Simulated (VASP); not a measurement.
# TaW in VASP: notebook

One slab, TaW, is run at these levels: PBEsol, PBEsol+U; tasks: single point.

Program: VASP 6.6.1. These are calculated values, not measurements. Logs are shortened: lines on timing, memory, paths and dates and some standing lists are left out, and cuts for length are marked.

### Step 1. The slab as given

The cell holds a slab with vacuum, 6 atoms: a = 2.816 Å, b = 2.816 Å, c = 26.303 Å, α = 90.00°, β = 90.00°, γ = 110.04°.

### Step 2. Single point, PBEsol

INCAR

```
SYSTEM = TaW
  PREC = Accurate
  ENCUT = 520
  EDIFF = 1E-7
  ISMEAR = -1
  SIGMA = 0.05
  LREAL = .FALSE.
  LASPH = .TRUE.
  NELM = 60
  ALGO = Normal
  ISIF = 2
  LWAVE = .FALSE.
  LCHARG = .FALSE.
  LDIPOL = .TRUE.
  IDIPOL = 3
  DIPOL = 0.5 0.5 0.500
  GGA = PS
  NBANDS = 46
```

KPOINTS

```
regular mesh
0
G
  7 7 1
  0 0 0
```

POSCAR

```
TaW
1.0
    2.8156310853      0.0000000000      0.0000000000
   -0.9649541523      2.6451166123      0.0000000000
    0.0000000000      0.0000000000     26.3034960250
W Ta
3 3
Direct
    0.5000000000      0.5000000000      0.2851332003
    0.5000000000      0.5000000000      0.4570266401
    0.5000000000      0.5000000000      0.6289200798
    0.0000000000      0.0000000000      0.3710799202
    0.0000000000      0.0000000000      0.5429733599
    0.0000000000      0.0000000000      0.7148667997
```

Potentials or basis: VASP PAW PBE potentials, release 64 (W_sv, Ta_pv).

Started as:

```console
$ cat potpaw_PBE.64/W_sv/POTCAR potpaw_PBE.64/Ta_pv/POTCAR > POTCAR
$ mpirun -np 1 vasp_std > vasp.out
```

OUTCAR:

```text
SYSTEM = TaW
   PREC = Accurate
   ENCUT = 520
   EDIFF = 1E-7
   ISMEAR = -1
   LREAL = .FALSE.
   LASPH = .TRUE.
   NELM = 60
   ISIF = 2
   GGA = PS

 ion  position               nearest neighbor table
   1  0.500  0.500  0.285-   4 2.78   4 2.78   4 3.23   4 3.23
   2  0.500  0.500  0.457-   5 2.78   5 2.78   4 2.78   4 2.78   5 3.23   5 3.23   4 3.23   4 3.23

   3  0.500  0.500  0.629-   5 2.78   5 2.78   6 2.78   6 2.78   5 3.23   5 3.23   6 3.23   6 3.23

   4  0.000  0.000  0.371-   2 2.78   2 2.78   1 2.78   1 2.78   2 3.23   2 3.23   1 3.23   1 3.23

   5  0.000  0.000  0.543-   2 2.78   2 2.78   3 2.78   3 2.78   2 3.23   2 3.23   3 3.23   3 3.23

   6  0.000  0.000  0.715-   3 2.78   3 2.78   3 3.23   3 3.23

  LATTYP: Found a base centered orthorhombic cell.
 ALAT       =     3.2282575800
 B/A-ratio  =     1.4292697797
 C/A-ratio  =     8.1478925931

  Lattice vectors:

 A1 = (   2.8156310853,   0.0000000000,   0.0000000000)
 A2 = (  -0.9649541523,   2.6451166123,   0.0000000000)
 A3 = (   0.0000000000,   0.0000000000,  26.3034960250)

Analysis of symmetry for initial positions (statically):
=====================================================================
 Subroutine PRICEL returns:
 Original cell was already a primitive cell.

 Routine SETGRP: Setting up the symmetry group for a
 base centered orthorhombic supercell.

 Subroutine GETGRP returns: Found  4 space group operations
 (whereof  4 operations were pure point group operations)
 out of a pool of  8 trial point group operations.

The static configuration has the point symmetry C_2v.

Analysis of symmetry for dynamics (positions and initial velocities):
=====================================================================
 Subroutine PRICEL returns:
 Original cell was already a primitive cell.

 Routine SETGRP: Setting up the symmetry group for a
 base centered orthorhombic supercell.

 Subroutine GETGRP returns: Found  4 space group operations
 (whereof  4 operations were pure point group operations)
 out of a pool of  8 trial point group operations.

The dynamic configuration has the point symmetry C_2v.

 Subroutine INISYM returns: Found  4 space group operations
 (whereof  4 operations are pure point group operations),
 and found     1 'primitive' translations

----------------------------------------------------------------------------------------

                                     Primitive cell

  volume of cell :     195.8998

  direct lattice vectors                    reciprocal lattice vectors
     2.815631085  0.000000000  0.000000000     0.355160165  0.129564524  0.000000000
    -0.964954152  2.645116612  0.000000000     0.000000000  0.378055166  0.000000000
     0.000000000  0.000000000 26.303496025     0.000000000  0.000000000  0.038017760

  length of vectors
     2.815631085  2.815631085 26.303496025     0.378055166  0.378055166  0.038017760

  position of ions in fractional coordinates (direct lattice)
     0.500000000  0.500000000  0.285133200
     0.500000000  0.500000000  0.457026640
     0.500000000  0.500000000  0.628920080
     0.000000000  0.000000000  0.371079920
     0.000000000  0.000000000  0.542973360
     0.000000000  0.000000000  0.714866800

  ion indices of the primitive-cell ions
   primitive index   ion index
                 1           1
                 2           2
                 3           3
                 4           4
                 5           5
                 6           6

----------------------------------------------------------------------------------------

 KPOINTS: regular mesh

Automatic generation of k-mesh.
 Grid dimensions read from file:
 generate k-points for:    7    7    1

 Generating k-lattice:

  Cartesian coordinates                     Fractional coordinates (reciprocal lattice)
     0.050737166  0.018509218  0.000000000     0.142857143  0.000000000  0.000000000
     0.000000000  0.054007881  0.000000000     0.000000000  0.142857143  0.000000000
     0.000000000  0.000000000  0.038017760     0.000000000  0.000000000  1.000000000

  Length of vectors
     0.054007881  0.054007881  0.038017760

  Shift w.r.t. Gamma in fractional coordinates (k-lattice)
     0.000000000  0.000000000  0.000000000

 Subroutine IBZKPT returns following result:
 ===========================================

 Found     16 irreducible k-points:

 Following reciprocal coordinates:
            Coordinates               Weight
  0.000000  0.000000  0.000000      1.000000
  0.142857 -0.000000  0.000000      4.000000
  0.285714 -0.000000  0.000000      4.000000
  0.428571 -0.000000  0.000000      4.000000
  0.142857  0.142857  0.000000      2.000000
  0.285714  0.142857  0.000000      4.000000
[... 8 lines left out ...]
  0.428571  0.428571  0.000000      2.000000
 -0.428571  0.428571  0.000000      2.000000
   k-points           NKPTS =     16   k-points in BZ     NKDIM =     16   number of bands    NBANDS=     46
   number of dos      NEDOS =    301   number of ions     NIONS =      6
   total plane-waves  NPLWV = 112896
   dimension x,y,z NGX =    24 NGY =   24 NGZ =  196
   dimension x,y,z NGXF=    48 NGYF=   48 NGZF=  392
   ions per type =               3   3
   NGX,Y,Z   is equivalent  to a cutoff of  14.17, 14.17, 12.39 a.u.
   NGXF,Y,Z  is equivalent  to a cutoff of  28.34, 28.34, 24.78 a.u.
 SYSTEM =  TaW
   PREC   = accura    normal or accurate (medium, high low for compatibility)
   ISTART =      0    job   : 0-new  1-cont  2-samecut
   ICHARG =      2    charge: 1-file 2-atom 10-const
   ISPIN  =      1    spin polarized calculation?
   LNONCOLLINEAR =      F non collinear calculations
   LSORBIT =      F    spin-orbit coupling
   LASPH  =      T    aspherical Exc in radial PAW
   ENCUT  =  520.0 eV  38.22 Ry    6.18 a.u.   5.24  5.24 48.91*2*pi/ulx,y,z
   NELM   =     60;   NELMIN=  2; NELMDL= -5     # of ELM steps
   EDIFF  = 0.1E-06   stopping-criterion for ELM
   LREAL  =      F    real-space projection
   EDIFFG = 0.1E-05   stopping-criterion for IOM
   NSW    =      0    number of steps for IOM
   IBRION =     -1    ionic relax: 0-MD 1-quasi-New 2-CG
   NFREE  =      0    steps in history (QN), initial steepest desc. (CG)
   ISIF   =      2    stress and relaxation
   ISYM   =      2    0-nonsym 1-usesym 2-fastsym
   POTIM  = 0.5000    time-step for ionic-motion
   TEBEG  =    0.0;   TEEND  =   0.0 temperature during run
   PSTRESS=    0.0 pullay stress
   NELECT =      75.0000    total number of electrons
   NUPDOWN=      -1.0000    fix difference up-down
   EMIN   =  10.00;   EMAX   =-10.00  energy-range for DOS
   EFERMI =   0.00;   METHOD = LEGACY
   ISMEAR =    -1;   SIGMA  =   0.05  broadening in eV -4-tet -1-fermi 0-gaus
   EFERMI_NEDOS =   21; number of points for ismear=-14 and -15
   IALGO  =     38    algorithm
   IMIX   =      4    mixing-type and parameters
     AMIX     =   0.40;   BMIX     =  1.00
     AMIX_MAG =   1.60;   BMIX_MAG =  1.00
  volume/ion in A,a.u.               =      32.65       220.33
  Fermi-wavevector in a.u.,A,eV,Ry     =   1.188732  2.246377 19.226167  1.413083
  Thomas-Fermi vector in A             =   2.324855
   LORBIT       =      0    0 simple, 1 ext, 2 COOP (PROOUT), +10 PAW based schemes
   GGA     = PS    functional components
   LHFCALC =     F    Hartree Fock is set to
   AEXX    =    0.0000 exact exchange contribution
   IVDW    =     0    specifies the selected vdW correction
   LEPSILON=     F    determine dielectric tensor
   LRPA    =     F    only Hartree local field effects (RPA)
 non-spin polarized calculation
  energy-cutoff  :      520.00
  volume of cell :      195.90
 maximum number of plane-waves:      5302
 NGX is ok and might be reduce to    24
   NGX = 11   NGY = 11   NGZ = 97

 dipolmoment           0.000000      0.000000      0.002553 electrons x Angstroem

 number of electron      75.0000005 magnetization

 dipolmoment           0.000000      0.000000     -0.006053 electrons x Angstroem

 Free energy of the ion-electron system (eV)
  ---------------------------------------------------
  ext. energy  EPLUGINS =         0.00000000
  ---------------------------------------------------
  free energy    TOTEN  =       -76.55180825 eV

  energy without entropy =      -76.51988890  energy(sigma->0) =      -76.53584858

 E-fermi :   1.8032     XC(G=0):  -7.6501

 val. band max:        1.7753940658   @ k =   0.0000   0.0000   0.0000
 cond. band min:       1.8094022441   @ k =   0.0000   0.0000   0.0000
 fundamental gap:      0.0340081783
 Fermi energy:         1.8031550723

 k-point     1 :       0.0000    0.0000    0.0000
  band No.  band energies     occupation
      1     -71.8876      2.00000
      2     -71.7300      2.00000
      3     -71.6030      2.00000
      4     -36.2145      2.00000
      5     -36.0080      2.00000
      6     -35.8894      2.00000
[... 38 lines left out ...]
     45       4.0729      0.00000
     46       4.4437      0.00000

 k-point     2 :       0.1429   -0.0000    0.0000
  band No.  band energies     occupation
      1     -71.8787      2.00000
      2     -71.7209      2.00000
      3     -71.5940      2.00000
      4     -36.1963      2.00000
      5     -35.9856      2.00000
      6     -35.8723      2.00000
[... 38 lines left out ...]
     45       4.1766      0.00000
     46       4.3736      0.00000

 k-point     3 :       0.2857   -0.0000    0.0000
  band No.  band energies     occupation
      1     -71.8588      2.00000
      2     -71.7006      2.00000
      3     -71.5736      2.00000
      4     -36.1568      2.00000
      5     -36.0955      2.00000
      6     -36.0464      2.00000
[... 626 lines left out ...]
     45       6.1285      0.00000
     46       6.2575      0.00000

 k-point    16 :      -0.4286    0.4286    0.0000
  band No.  band energies     occupation
      1     -71.8101      2.00000
      2     -71.6508      2.00000
      3     -71.5239      2.00000
      4     -36.3146      2.00000
      5     -36.3041      2.00000
      6     -36.1734      2.00000
[... 38 lines left out ...]
     45       6.4783      0.00000
     46       6.4914      0.00000

------------------------ aborting loop because EDIFF is reached ----------------------------------------

 vacuum level on the upper side and lower side of the slab       (xc-potential included)        -0.180        -0.028

  FORCE on cell =-STRESS in cart. coord.  units (eV):
  Direction    XX          YY          ZZ          XY          YZ          ZX
  --------------------------------------------------------------------------------------
  -------------------------------------------------------------------------------------
  Total       -8.3404538     -8.6750643     -4.0839699     -0.4586144      0.0000000      0.0000000
  in kB      -68.2128532    -70.9494829    -33.4009688     -3.7508024      0.0000000      0.0000000
  external PRESSURE =     -57.5211017 kB  Pullay stress =       0.0000000 kB

 VOLUME and BASIS-vectors are now :
 -----------------------------------------------------------------------------
  energy-cutoff  :      520.00
  volume of cell :      195.90
      direct lattice vectors                 reciprocal lattice vectors
     2.815631085  0.000000000  0.000000000     0.355160165  0.129564524  0.000000000
    -0.964954152  2.645116612  0.000000000     0.000000000  0.378055166  0.000000000
     0.000000000  0.000000000 26.303496025     0.000000000  0.000000000  0.038017760

 POSITION                                       TOTAL-FORCE (eV/Angst)
 -----------------------------------------------------------------------------------
      0.92534      1.32256      7.50000        -0.000000      0.000000      0.674435
      0.92534      1.32256     12.02140         0.000000      0.000000      0.075371
      0.92534      1.32256     16.54280        -0.000000      0.000000      0.489910
      0.00000      0.00000      9.76070         0.000000      0.000000     -0.509061
      0.00000      0.00000     14.28210         0.000000      0.000000     -0.134850
      0.00000      0.00000     18.80350         0.000000      0.000000     -0.595805
 -----------------------------------------------------------------------------------
    total drift:                                0.000000      0.000000      0.000035

  FREE ENERGIE OF THE ION-ELECTRON SYSTEM (eV)
  ---------------------------------------------------
  free  energy   TOTEN  =       -76.5518082499 eV

  energy  without entropy=      -76.5198889036  energy(sigma->0) =      -76.53584858

 vacuum level on the upper side and lower side of the slab         6.590         6.754
```

It took 4.5 min on 1 thread of Intel Xeon Platinum 8488C (Sapphire Rapids), shared host; peak memory 0.38 GiB.

What came out:

| Item | Value |
| --- | --- |
| Free energy | -76.5518 eV |
| Largest force | 0.674 eV/Å |
| Band gap on the k mesh | none (metal or under the smearing width) |

Forces on the atoms (eV/Å):
```
W    0.000  0.000  0.674
W    0.000  0.000  0.075
W    0.000  0.000  0.490
Ta   0.000  0.000 -0.509
Ta   0.000  0.000 -0.135
Ta   0.000  0.000 -0.596
```

Caveat: the PAW data sets were made with another functional, which shifts forces and pressure a little.

### Step 3. Single point, PBEsol+U

INCAR: that of step 2 with these lines changed.

```diff
@@ -13,2 +13,9 @@
   LCHARG = .FALSE.
+  LMAXMIX = 4
+  LDAU = .TRUE.
+  LDAUTYPE = 2
+  LDAUL = 2 2
+  LDAUU = 2 2
+  LDAUJ = 0 0
+  LDAUPRINT = 1
   LDIPOL = .TRUE.
```

KPOINTS is that of step 2.

POSCAR is that of step 2.

Potentials or basis: VASP PAW PBE potentials, release 64 (W_sv, Ta_pv).

Started as:

```console
$ cat potpaw_PBE.64/W_sv/POTCAR potpaw_PBE.64/Ta_pv/POTCAR > POTCAR
$ mpirun -np 1 vasp_std > vasp.out
```

Run time: 4.3 min. Hardware: 1 thread of Intel Xeon Platinum 8488C (Sapphire Rapids), shared host; peak memory 0.38 GiB.

It converged, with:

| Property | Result |
| --- | --- |
| Free energy | -64.5252 eV |
| Largest force | 0.455 eV/Å |
| Band gap on the k mesh | none (metal or under the smearing width) |

Forces in eV/Å, atoms in the order of the input:
```
W    0.000  0.000  0.338
W    0.000  0.000  0.077
W    0.000  0.000  0.426
Ta   0.000  0.000 -0.455
Ta   0.000  0.000 -0.130
Ta   0.000  0.000 -0.255
```

Levels at points of the mesh, in eV from the Fermi level:
| k point | band 34 | band 35 | band 36 | band 37 | band 38 | band 39 | band 40 | band 41 |
| --- | --- | --- | --- | --- | --- | --- | --- | --- |
| (0.00, 0.00, 0.00) | -0.36 | -0.21 | 0.00 | 0.04 | 0.08 | 0.24 | 0.45 | 0.75 |

Eigenvalues of the final occupation matrices:
```csv
site,spin,trace,eigenvalues
site 1 d,1,1.64,0.25 0.28 0.35 0.36 0.41
site 1 d,2,1.64,0.25 0.28 0.35 0.36 0.41
site 2 d,1,1.68,0.25 0.26 0.37 0.39 0.41
site 2 d,2,1.68,0.25 0.26 0.37 0.39 0.41
site 3 d,1,1.67,0.24 0.26 0.37 0.39 0.41
site 3 d,2,1.67,0.24 0.26 0.37 0.39 0.41
site 4 d,1,1.21,0.18 0.18 0.28 0.28 0.29
site 4 d,2,1.21,0.18 0.18 0.28 0.28 0.29
site 5 d,1,1.21,0.18 0.19 0.27 0.28 0.29
site 5 d,2,1.21,0.18 0.19 0.27 0.28 0.29
site 6 d,1,1.18,0.18 0.19 0.24 0.27 0.30
site 6 d,2,1.18,0.18 0.19 0.24 0.27 0.30
```

Caveat: the PAW data sets were made with another functional, which shifts forces and pressure a little; U without spin polarisation on a metal has little footing; the U is typed as a test and isn't derived for this compound. The run has no spin-orbit coupling, so splittings on Ta, W are missing.
